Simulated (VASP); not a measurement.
VASP ran on this input.

**KPOINTS**
```
Automatic mesh
0
Gamma
7 7 7
0 0 0
```

**INCAR**
```
EDIFF = 1E-6   ! SCF stop (eV)
ISYM = 3
ALGO = Normal   ! blocked Davidson
HFRCUT = -1
LREAL = F
LCHARG = F
GGA = PE
ISMEAR = 0
ISIF = 2   ! forces and stress, cell fixed
SIGMA = 0.01
PREC = Accurate
LWAVE = F
ENCUT = 400
LHFCALC = T
AEXX = 0.25
SYSTEM = BP
PRECFOCK = Fast
NELM = 100   ! most electronic steps
LASPH = T
```

File POSCAR:
```
BP
1
    0.0000000000     2.2733210000     2.2733210000
    2.2733210000     0.0000000000     2.2733210000
    2.2733210000     2.2733210000     0.0000000000
B P
1 1
Direct
  0.0000000000   0.0000000000   0.0000000000
  0.2500000000   0.2500000000   0.2500000000
```

POTCAR, in this order: B P (PBE.64 set). Program: vasp_std.

**Question.** Translate this PBE0 calculation to Ansatz.

**Answer.** One equivalent input (not run):
Ansatz 0.2 input:
```yaml
crystal:
  lattice:
    - [0.0000000, 2.2733210, 2.2733210]
    - [2.2733210, 0.0000000, 2.2733210]
    - [2.2733210, 2.2733210, 0.0000000]
  atoms:
    - { symbol: B, position: [0.0000000, 0.0000000, 0.0000000] }
    - { symbol: P, position: [0.2500000, 0.2500000, 0.2500000] }
kpoints:
  mp_grid: { grid: [7, 7, 7] }
hamiltonian:
  xc: pbe0
  pseudopotentials: { kind: paw }
scf:
  occupations: { method: gaussian, width: 0.01 }
  max_iter: 100
output: { forces: true, stress: true, eigenvalues: true }
```
What does not carry over: each code has its own PAW files, so the cut-off isn't converted (ENCUT is set for VASP's; basis.ecutwfc is left out, and Ansatz then takes the one that its files recommend); Ansatz stops its SCF on the density residual and VASP on the energy change (EDIFF).

The structure comes from a computed database's BP entry; how it stands against other phases isn't given here. The cell was not relaxed at this level. The run is one of a series of settings (KPOINTS 7×7×7 Γ-centred mesh against the base run), some of them coarse on purpose.
